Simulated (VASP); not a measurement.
Set up this calculation in VASP 6.6.1, as the native input.

```yaml
Task: relaxation of cell and atoms
Functional: PBEsol
Potentials_or_basis: VASP PAW PBE potentials, release 64 (Sr_sv, Ti_sv, O)
Cutoff: 600 eV
k_mesh: 8 × 8 × 8
Occupations: gaussian, width 0.03 eV
Spin: no spin polarisation
Further_INCAR_settings: ALGO = Normal; EDIFF = 1e-07; IBRION = 2; EDIFFG = -0.005; NSW = 90; ISIF = 3
```

The structure of SrTiO3 (Tausonite) lies in POSCAR:

```
SrTiO3                                  
1.0
    3.8947475959      0.0000000000      0.0000000000
    0.0000000000      3.8947475959      0.0000000000
    0.0000000000      0.0000000000      3.8947475959
  Sr              Ti              O             
     1     1     3
Direct
     0.5000000000000000    0.5000000000000000    0.5000000000000000
     0.0000000000000000    0.0000000000000000    0.0000000000000000
     0.5000000000000000    0.0000000000000000    0.0000000000000000
     0.0000000000000000    0.5000000000000000    0.0000000000000000
     0.0000000000000000    0.0000000000000000    0.5000000000000000
```

These files were run (other wordings do the same):

INCAR

```
SYSTEM = SrTiO3
ALGO = Normal
EDIFF = 1E-7
EDIFFG = -0.005
ENCUT = 600
GGA = PS
IBRION = 2
ISIF = 3
ISMEAR = 0
KPAR = 2
LASPH = .TRUE.
LCHARG = .FALSE.
LREAL = .FALSE.
LWAVE = .FALSE.
NELM = 80
NSW = 90
PREC = Accurate
SIGMA = 0.03
```

KPOINTS

```
k-points
0
G
  8 8 8
  0 0 0
```

Potentials or basis: VASP PAW PBE potentials, release 64 (Sr_sv, Ti_sv, O).

Run with:

```sh
$ cat potpaw_PBE.64/Sr_sv/POTCAR potpaw_PBE.64/Ti_sv/POTCAR potpaw_PBE.64/O/POTCAR > POTCAR
$ mpirun -np 2 vasp_std > vasp.out
```

Results of the run:

* Pressure after relaxing: 0.0 GPa
* Band gap on the k mesh: 1.82 eV, indirect (least direct gap 2.17 eV)

Caveat: the relaxation stopped at its first step, so nothing moved; the PAW data sets were made with another functional, which shifts forces and pressure a little.

Run time: 19 s on 2 MPI ranks on Intel(R) Xeon(R) Platinum 8559C (Emerald Rapids) (shared host), peak memory 0.21 GiB a rank.
